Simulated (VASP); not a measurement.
Calculation: r2SCAN meta-GGA, VASP's PBE PAW potentials (set 64) (plane waves; VASP 6.6.1). Each cell was relaxed at this level, without spin-orbit coupling.

Question: Which of these comes out without a gap?
A) BAs, F-43m (216)
B) SiO2, P4_12_12 (92)
C) CuI, F-43m (216)
D) LaB6, Pm-3m (221)

Answer: D, LaB6, Pm-3m (221). The others have gaps of 1.38 eV (BAs, F-43m (216)), 1.69 eV (CuI, F-43m (216)), 6.35 eV (SiO2, P4_12_12 (92)).
